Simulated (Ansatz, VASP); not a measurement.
# Cross-check of Li8Nb2O9 (Li8Nb2O9 (P-1)) between VASP and Ansatz, part 2 of 2

One calculation is typed for both programs; each brings its own data sets. How far apart do they land? The structure shown is the start of the Ansatz relaxation below; VASP solves that cell, so the two are compared at the walk's first step.

VASP 6.6.1 and Ansatz 0.2.0.

So far: Starting point; Ansatz: relaxation, PBEsol.

## (3) VASP: single point, PBEsol, start cell

Level of this step: PBEsol; plane waves and PAW (Li_sv, Nb_sv, O) (VASP).

The same cell, functional, mesh and smearing now go to VASP, with its own data sets.

Lines of VASP's logs that name or quote its potential files are left out, and so is its time.

INCAR reads:

```
SYSTEM = Li8Nb2O9
PREC = Accurate
ENCUT = 650
EDIFF = 1E-06
NELM = 120
ISMEAR = -1
SIGMA = 0.01
LREAL = Auto
ALGO = Normal
GGA = PS
NBANDS = 264
LASPH = .TRUE.
LORBIT = 11
LWAVE = .FALSE.
LCHARG = .FALSE.
ISIF = 2
GGA_COMPAT = .FALSE.
EFERMI = MIDGAP
KPAR = 8
```

POSCAR reads:

```
Li8Nb2O9
1.0
    5.8605930000      0.0000000000      0.0000000000
    2.9113810000      8.2964150000      0.0000000000
    2.8607600000     -0.1898150000     14.9027750000
Li Nb O
32 8 36
Direct
    0.4050378177      0.0919568974      0.3574353099
    0.5949620117      0.9080431026      0.6425646901
    0.9753396116      0.1591673107      0.1479759978
    0.0246603884      0.8408326893      0.8520240022
    0.1340326138      0.6597517504      0.3401486636
    0.8659673862      0.3402482496      0.6598513364
    0.2551252307      0.5917263565      0.1534305524
    0.7448747693      0.4082736435      0.8465694476
    0.7909334090      0.8758160382      0.2627469716
    0.2090665910      0.1241839618      0.7372530284
    0.3292935986      0.8765627307      0.2621615102
    0.6707064014      0.1234372693      0.7378384898
    0.0530282365      0.3755530610      0.2390329989
    0.9469717635      0.6244469390      0.7609670011
    0.5918331122      0.3781073952      0.2370406183
    0.4081668878      0.6218926048      0.7629593817
    0.4319989627      0.8782625227      0.0379441413
    0.5680010373      0.1217374773      0.9620558587
    0.9170537050      0.8784966340      0.0232207760
    0.0829462950      0.1215033660      0.9767792240
    0.1723832437      0.3721042805      0.0548667614
    0.8276167563      0.6278957195      0.9451332386
    0.6761501505      0.3695825835      0.0370228364
    0.3238498495      0.6304174165      0.9629771636
    0.7048550214      0.8742935050      0.4607947178
    0.2951449786      0.1257064950      0.5392052822
    0.2148686671      0.8727112103      0.4498505144
    0.7851313329      0.1272887897      0.5501494856
    0.9402077930      0.3773658982      0.4778289278
    0.0597922070      0.6226341018      0.5221710722
    0.4777385962      0.3736322017      0.4572441710
    0.5222614038      0.6263677983      0.5427558290
    0.8929844769      0.1233389354      0.3558095724
    0.2568104678      0.3731029909      0.8617403806
    0.7431895322      0.6268970091      0.1382596194
    0.3578279729      0.3750856094      0.6431940360
    0.6421720271      0.6249143906      0.3568059640
    0.5055559844      0.8731868458      0.8500826859
    0.4944440156      0.1268131542      0.1499173141
    0.1070155231      0.8766610646      0.6441904276
    0.9863657337      0.1081462736      0.6555876338
    0.1389981094      0.6061785263      0.8563528605
    0.8610018307      0.3938215942      0.1436471395
    0.4642242955      0.3632738504      0.9465406946
    0.5357757045      0.6367261496      0.0534593054
    0.9711567676      0.3585144114      0.9420242874
    0.0288432324      0.6414855886      0.0579757126
    0.4773691992      0.1419502604      0.6436702560
    0.6946450741      0.1235096719      0.2494876290
    0.3053549259      0.8764903281      0.7505123710
    0.1917999144      0.1276677345      0.2529542317
    0.8082000856      0.8723322655      0.7470457683
    0.7644739240      0.3733378266      0.3430842913
    0.2355260760      0.6266621734      0.6569157087
    0.6041779338      0.8761881720      0.1575939380
    0.3958220662      0.1238118280      0.8424060620
    0.4557649699      0.6260177619      0.2477683519
    0.5442350301      0.3739822381      0.7522316481
    0.9275972974      0.6251592122      0.2505453515
    0.0724027026      0.3748407878      0.7494546485
    0.0808259697      0.1351379100      0.4448604371
    0.9191740303      0.8648620900      0.5551395629
    0.1594361700      0.3863051015      0.5547529906
    0.4019691283      0.8660657379      0.5583688273
    0.0136342663      0.8918537264      0.3444123662
    0.5226307409      0.8580498601      0.3563297440
    0.7805372883      0.1145076418      0.0581087750
    0.2194627117      0.8854923582      0.9418912250
    0.2939608034      0.1161447568      0.0624455512
    0.7060391966      0.8838552432      0.9375544488
    0.3696845775      0.3591779024      0.1562149331
    0.6303154225      0.6408220976      0.8437850669
    0.3517944505      0.6128959160      0.4381469894
    0.6482055495      0.3871040840      0.5618530106
    0.8405638300      0.6136948985      0.4452470094
    0.5980308717      0.1339342621      0.4416311727
```

KPOINTS reads:

```
Automatic mesh
0
Gamma
5 4 2
0 0 0
```

Potentials, in the order of the species: Li_sv, Nb_sv and O (PBE family, release 64).

On the command line:

```bash
$ mpirun -np 8 vasp_std
```

Numbers of over 12 decimals in the logs are rounded to 6 here.

What it wrote:

```text
[banner, memory and clock lines left out]
running    8 mpi-ranks, on    1 nodes
[...]
|                                                                             |
|           W    W    AA    RRRRR   N    N  II  N    N   GGGG   !!!           |
|           W    W   A  A   R    R  NN   N  II  NN   N  G    G  !!!           |
|           W    W  A    A  R    R  N N  N  II  N N  N  G       !!!           |
|           W WW W  AAAAAA  RRRRR   N  N N  II  N  N N  G  GGG   !            |
|           WW  WW  A    A  R   R   N   NN  II  N   NN  G    G                |
|           W    W  A    A  R    R  N    N  II  N    N   GGGG   !!!           |
|                                                                             |
|     For optimal performance we recommend to set                             |
|       NCORE = 2 up to number-of-cores-per-socket                            |
|     NCORE specifies how many cores store one orbital (NPAR=cpu/NCORE).      |
|     This setting can greatly improve the performance of VASP for DFT.       |
[...]
|                                                                             |
|     You enforced a specific xc type in the INCAR file but a different       |
|     [... a line on the potential file left out ...]
|     I HOPE YOU KNOW WHAT YOU ARE DOING!                                     |
|                                                                             |

 LDA part: xc-table for (Slater+PW92), standard interpolation
 POSCAR, INCAR and KPOINTS ok, starting setup
[...]
entering main loop
       N       E                     dE             d eps       ncg     rms          rms(c)
DAV:   1     0.560239170362E+04    0.56024E+04   -0.22790E+05 11616   0.202E+03
DAV:   2     0.267556876515E+03   -0.53348E+04   -0.50214E+04 12368   0.648E+02
DAV:   3    -0.520171829341E+03   -0.78773E+03   -0.77095E+03 17136   0.224E+02
DAV:   4    -0.605190925891E+03   -0.85019E+02   -0.84567E+02 20208   0.660E+01
[...]
DAV:  16    -0.520775118642E+03   -0.43541E-04   -0.63066E-05 14064   0.190E-02    0.718E-03
DAV:  17    -0.520775120508E+03   -0.18661E-05   -0.17830E-05 17968   0.831E-03    0.459E-03
DAV:  18    -0.520775120587E+03   -0.78537E-07   -0.11634E-06  9072   0.342E-03
   1 F= -.52077512E+03 E0= -.52077512E+03  d E =0.000000E+00
```

Parts of OUTCAR (step 3):

```text
  FREE ENERGIE OF THE ION-ELECTRON SYSTEM (eV)
  ---------------------------------------------------
  free  energy   TOTEN  =      -520.7751205866 eV

  energy  without entropy=     -520.7751205866  energy(sigma->0) =     -520.77512059
```

The run ends at a pressure of -4.00 GPa, with forces up to 0.73 eV/Å.

## (4) Comparison

Known differences besides the potentials themselves: the cutoff is 420 eV in Ansatz and 650 eV in VASP (PREC = Accurate, projectors in real space); Ansatz makes its cores anew for this functional, VASP keeps those of its PBE data sets. Total energies have different zeros and are not compared.

Forces on 10 of the 76 atoms, those with the largest forces and the largest differences (eV/Å; atoms numbered as in POSCAR):

```tsv
atom	Ansatz x, y, z	VASP x, y, z
Li9	-0.019, -0.009, -0.010	-0.005, -0.009, -0.031
Li10	0.019, 0.009, 0.010	0.005, 0.009, 0.031
O42	0.017, -0.684, 0.069	0.020, -0.701, 0.082
O46	0.544, 0.031, -0.451	0.550, 0.037, -0.451
O47	-0.544, -0.031, 0.451	-0.550, -0.037, 0.451
O48	-0.010, 0.692, -0.030	-0.012, 0.708, -0.044
O63	0.500, -0.028, 0.495	0.517, -0.035, 0.509
O66	0.010, -0.692, 0.030	0.012, -0.708, 0.044
O73	0.515, 0.028, -0.444	0.532, 0.036, -0.459
O75	-0.500, 0.028, -0.495	-0.517, 0.035, -0.509
```

The forces differ by 9.0 meV/Å r.m.s., which is 3.7 % of the r.m.s. force of 0.242 eV/Å (both taken over all components).

## (5) Results

| Property | Result |
| --- | --- |
| r.m.s. force difference (single point, PBEsol, start cell) | 3.7 % of the r.m.s. force |

What this shows: The r.m.s. force difference is 3.7 % of the r.m.s. force (single point, PBEsol, start cell), beyond the 3 % picked in this series as the mark of a large difference. Such differences can come from data sets, numerical settings and the points named under the comparisons, not from the functional's error against experiment.

[Lines on the potential files, build, host, timing and source positions are cut from VASP's logs without a mark.]

[Logs are printed without paths, hosts, clocks, repeated set-up lines and the standing remarks that a program may print on its own settings, such as how far it seeks lower states.]

[Hosts, paths, dates, database ids (printed as entryN), source tags and the programs' standing remarks are cut or masked in the printed files.]
